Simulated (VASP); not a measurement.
These are PBE GGA with D3 dispersion (zero damping), VASP's PBE PAW potentials (set 64) (plane waves; VASP) values and carry that method's errors.

A VASP calculation is set up with these files.

POSCAR:
```
CsPbBr3
11.7398470
  0.4999999985   0.0000000000   0.0000000000
  0.0000000000   0.4999999985   0.0000000000
  0.0000000000   0.0000000000   0.4999999985
Cs Pb Br
1 1 3
direct
  0.0000000000   0.0000000000   0.0000000000
  0.5000000000   0.5000000000   0.5000000000
  0.5000000000   0.0000000000   0.5000000000
  0.0000000000   0.5000000000   0.5000000000
  0.5000000000   0.5000000000   0.0000000000
```

### KPOINTS
```
Automatic mesh
0
Gamma
4 4 4
0 0 0
```

### INCAR
```
LMAXMIX = 4
LWAVE = .FALSE.
IVDW = 11
SIGMA = 0.05
ENCUT = 520   # plane-wave cut-off (eV)
ISIF = 2   # forces and stress, cell fixed
NELM = 100
LCHARG = .FALSE.
LREAL = .FALSE.   # projection in real space or not
PREC = Accurate
LASPH = .TRUE.   # aspherical one-centre terms
SYSTEM = CsPbBr3
EDIFF = 1E-7
ALGO = Normal   # blocked Davidson
GGA = PE
ISMEAR = 0
```

POTCAR, in this order: Cs_sv Pb_d Br (PBE.64 set). Program: vasp_std.

Output

**OSZICAR**
```
       N       E                     dE             d eps       ncg     rms          rms(c)
DAV:   1     0.408638037306E+03    0.40864E+03   -0.18913E+04   520   0.150E+03
DAV:   2     0.331571513608E+02   -0.37548E+03   -0.36862E+03   634   0.336E+02
DAV:   3    -0.142843441783E+02   -0.47441E+02   -0.44847E+02   608   0.126E+02
DAV:   4    -0.163225827314E+02   -0.20382E+01   -0.20336E+01   656   0.338E+01
DAV:   5    -0.163746034791E+02   -0.52021E-01   -0.51960E-01   668   0.462E+00    0.428E+00
DAV:   6    -0.158399020556E+02    0.53470E+00   -0.10073E+00   764   0.102E+01    0.251E+00
DAV:   7    -0.157949019509E+02    0.45000E-01   -0.53115E-01   762   0.429E+00    0.101E+00
DAV:   8    -0.158044190689E+02   -0.95171E-02   -0.63793E-02   672   0.223E+00    0.184E-01
DAV:   9    -0.158043362174E+02    0.82851E-04   -0.10330E-02   716   0.831E-01    0.106E-01
DAV:  10    -0.158046547882E+02   -0.31857E-03   -0.10381E-03   628   0.201E-01    0.396E-02
DAV:  11    -0.158047266209E+02   -0.71833E-04   -0.17585E-04   638   0.112E-01    0.952E-03
DAV:  12    -0.158047291052E+02   -0.24843E-05   -0.25940E-05   764   0.526E-02    0.800E-03
DAV:  13    -0.158047285297E+02    0.57549E-06   -0.44812E-06   746   0.190E-02    0.270E-03
DAV:  14    -0.158047287578E+02   -0.22810E-06   -0.55505E-07   634   0.525E-03    0.103E-03
DAV:  15    -0.158047287698E+02   -0.12001E-07   -0.24548E-08   376   0.152E-03
   1 F= -.17024367E+02 E0= -.17024367E+02  d E =-.188023E-12
```

OUTCAR:
```
------------------------ aborting loop because EDIFF is reached ----------------------------------------
 Edisp (eV)   -1.21964
  FORCE on cell =-STRESS in cart. coord.  units (eV):
  Direction    XX          YY          ZZ          XY          YZ          ZX
  --------------------------------------------------------------------------------------
  Total       1.02608     1.02608     1.02608     0.00000     0.00000    -0.00000
  in kB       8.12818     8.12818     8.12818     0.00000     0.00000    -0.00000
  external pressure =        8.13 kB  Pullay stress =        0.00 kB
  volume of cell :      202.25
      direct lattice vectors                 reciprocal lattice vectors
     5.869923482  0.000000000  0.000000000     0.170359972  0.000000000  0.000000000
     0.000000000  5.869923482  0.000000000     0.000000000  0.170359972  0.000000000
     0.000000000  0.000000000  5.869923482     0.000000000  0.000000000  0.170359972
 POSITION                                       TOTAL-FORCE (eV/Angst)
 -----------------------------------------------------------------------------------
      0.00000      0.00000      0.00000         0.000000      0.000000      0.000000
      2.93496      2.93496      2.93496         0.000000      0.000000      0.000000
      2.93496      0.00000      2.93496         0.000000      0.000000      0.000000
      0.00000      2.93496      2.93496         0.000000      0.000000      0.000000
      2.93496      2.93496      0.00000         0.000000      0.000000      0.000000
 -----------------------------------------------------------------------------------
    total drift:                                0.000000     -0.000000     -0.000000
  FREE ENERGIE OF THE ION-ELECTRON SYSTEM (eV)
  ---------------------------------------------------
  free  energy   TOTEN  =       -17.0243674309 eV

  energy  without entropy=      -17.0243674309  energy(sigma->0) =      -17.02436743
```
(Selected blocks of OUTCAR.)

The compound is CsPbBr3 in the cubic perovskite structure, the ideal cubic form; the compound distorts at low or room temperature. This cell is one point of a volume scan, at 0.97 of the reference volume.
